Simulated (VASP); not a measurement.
These are PBE GGA with D3 dispersion (Becke-Johnson damping), VASP's PBE PAW potentials (set 64) (plane waves; VASP) values and carry that method's errors.

A VASP calculation is set up with these files.

### KPOINTS
```
Automatic
0
G
13 13 13
0 0 0
```

INCAR:
```
SYSTEM=NiO
PREC=Accurate; ENCUT=520; LREAL=.FALSE.
LASPH=.TRUE.
EDIFF=1E-6; NELM=100; ALGO=Normal
LMAXMIX=4
ISMEAR=1; SIGMA=0.1
GGA=PE; IVDW=12
MAGMOM=0.3 1.4
ISPIN=2
IBRION=2; NSW=60; ISIF=3
EDIFFG=-0.01
LWAVE=.FALSE.; LCHARG=.FALSE.; LORBIT=10
```

File POSCAR:
```
NiO
1
    0.0000000000     2.0937903127     2.0937903127
    2.0937903127     0.0000000000     2.0937903127
    2.0937903127     2.0937903127     0.0000000000
O Ni
1 1
Direct
  0.5000000000   0.5000000000   0.5000000000
  0.0000000000   0.0000000000   0.0000000000
```

POTCAR, in this order: O Ni (PBE.64 set). Program: vasp_std.

What VASP printed:

### OSZICAR
```
       N       E                     dE             d eps       ncg     rms          rms(c)
DAV:   1     0.866255842217E+02    0.86626E+02   -0.78309E+03  4501   0.152E+03
DAV:   2    -0.817742164672E+01   -0.94803E+02   -0.83765E+02  4673   0.288E+02
DAV:   3    -0.136403596358E+02   -0.54629E+01   -0.52793E+01  4858   0.777E+01
DAV:   4    -0.137001996977E+02   -0.59840E-01   -0.59782E-01  4860   0.810E+00
DAV:   5    -0.137014553230E+02   -0.12556E-02   -0.12556E-02  4910   0.120E+00    0.152E+01
DAV:   6    -0.126005986416E+02    0.11009E+01   -0.19346E+01  4810   0.878E+01    0.185E+01
DAV:   7    -0.114846239625E+02    0.11160E+01   -0.59038E+00  5091   0.698E+01    0.614E+00
DAV:   8    -0.114770386816E+02    0.75853E-02   -0.38605E-01  5257   0.110E+01    0.396E+00
DAV:   9    -0.114744703424E+02    0.25683E-02   -0.62301E-02  6397   0.530E+00    0.108E+00
DAV:  10    -0.114749192739E+02   -0.44893E-03   -0.77709E-03  4663   0.104E+00    0.341E-01
DAV:  11    -0.114748747687E+02    0.44505E-04   -0.78475E-04  6001   0.675E-01    0.151E-01
DAV:  12    -0.114748806745E+02   -0.59057E-05   -0.80405E-04  6199   0.726E-01    0.448E-02
DAV:  13    -0.114748837764E+02   -0.31020E-05   -0.83079E-05  4895   0.136E-01    0.296E-02
DAV:  14    -0.114748810138E+02    0.27626E-05   -0.22786E-05  6257   0.682E-02    0.528E-03
DAV:  15    -0.114748814515E+02   -0.43761E-06   -0.10011E-06  2272   0.153E-02
   1 F= -.12003134E+02 E0= -.12002792E+02  d E =-.120031E+02  mag=     1.7043
       N       E                     dE             d eps       ncg     rms          rms(c)
DAV:   1    -0.114773004661E+02   -0.24195E-02   -0.76536E-02  4618   0.487E+00    0.527E-01
DAV:   2    -0.114731775696E+02    0.41229E-02   -0.16159E-02  4868   0.295E+00    0.343E-01
DAV:   3    -0.114727556751E+02    0.42189E-03   -0.24562E-03  5983   0.140E+00    0.196E-01
DAV:   4    -0.114726385361E+02    0.11714E-03   -0.35029E-04  6297   0.427E-01    0.546E-02
DAV:   5    -0.114726109216E+02    0.27615E-04   -0.45106E-05  6435   0.100E-01    0.411E-02
DAV:   6    -0.114726037200E+02    0.72016E-05   -0.14316E-05  5183   0.540E-02    0.183E-02
DAV:   7    -0.114726036015E+02    0.11846E-06   -0.41975E-06  4628   0.385E-02
   2 F= -.12003127E+02 E0= -.12002850E+02  d E =0.643954E-05  mag=     1.6877
       N       E                     dE             d eps       ncg     rms          rms(c)
DAV:   1    -0.114752889942E+02   -0.26853E-02   -0.22391E-02  4598   0.264E+00    0.285E-01
DAV:   2    -0.114740872984E+02    0.12017E-02   -0.47373E-03  4873   0.161E+00    0.187E-01
DAV:   3    -0.114739595368E+02    0.12776E-03   -0.71908E-04  6027   0.755E-01    0.106E-01
DAV:   4    -0.114739253420E+02    0.34195E-04   -0.10393E-04  6343   0.236E-01    0.306E-02
DAV:   5    -0.114739164293E+02    0.89127E-05   -0.14142E-05  6448   0.568E-02    0.229E-02
DAV:   6    -0.114739134725E+02    0.29567E-05   -0.41107E-06  4170   0.291E-02    0.103E-02
DAV:   7    -0.114739133802E+02    0.92340E-07   -0.97558E-07  2280   0.219E-02
   3 F= -.12003224E+02 E0= -.12002911E+02  d E =-.905393E-04  mag=     1.6961
```

**OUTCAR**
```
------------------------ aborting loop because EDIFF is reached ----------------------------------------
 Edisp (eV)   -0.52931
  FORCE on cell =-STRESS in cart. coord.  units (eV):
  Direction    XX          YY          ZZ          XY          YZ          ZX
  --------------------------------------------------------------------------------------
  Total       0.00028     0.00028     0.00028     0.00000     0.00000     0.00000
  in kB       0.02428     0.02428     0.02428     0.00000     0.00000     0.00000
  external pressure =        0.02 kB  Pullay stress =        0.00 kB
  volume of cell :       18.31
      direct lattice vectors                 reciprocal lattice vectors
     0.000000000  2.091942336  2.091942336    -0.239012324  0.239012324  0.239012324
     2.091942336 -0.000000000  2.091942336     0.239012324 -0.239012324  0.239012324
     2.091942336  2.091942336 -0.000000000     0.239012324  0.239012324 -0.239012324
 POSITION                                       TOTAL-FORCE (eV/Angst)
 -----------------------------------------------------------------------------------
      2.09194      2.09194      2.09194        -0.000000      0.000000      0.000000
      0.00000      0.00000     -0.00000         0.000000      0.000000     -0.000000
 -----------------------------------------------------------------------------------
    total drift:                                0.000000     -0.000000     -0.000000
  FREE ENERGIE OF THE ION-ELECTRON SYSTEM (eV)
  ---------------------------------------------------
  free  energy   TOTEN  =       -12.0032241928 eV

  energy  without entropy=      -12.0022858740  energy(sigma->0) =      -12.00291142

 total charge

# of ion       s       p       d       tot
------------------------------------------
    1        1.557   3.418   0.000   4.975
    2        0.330   0.400   8.250   8.980
--------------------------------------------------
tot          1.887   3.818   8.250  13.954

 magnetization (x)

# of ion       s       p       d       tot
------------------------------------------
    1        0.028   0.227   0.000   0.254
    2        0.012   0.015   1.373   1.400
--------------------------------------------------
tot          0.039   0.242   1.373   1.654

 reached required accuracy - stopping structural energy minimisation
```
(Selected blocks of OUTCAR.)

CONTCAR:
```
NiO
   1.00000000000000
     0.0000000000000000    2.0919423355637896    2.0919423355637896
     2.0919423355637896   -0.0000000000000000    2.0919423355637896
     2.0919423355637896    2.0919423355637896   -0.0000000000000000
  O               Ni
     1     1
Direct
     0.5000000000000000    0.5000000000000000    0.5000000000000000
     0.0000000000000000    0.0000000000000000    0.0000000000000000
```

The moments were started parallel, and other spin orders were not tried in this run.

The structure comes from a measured NiO entry (Fm-3m) of the Crystallography Open Database, whose conditions weren't checked. This run relaxes it. Symmetry was kept, so distortions that lower it aren't found. The start is the result of an earlier pass.
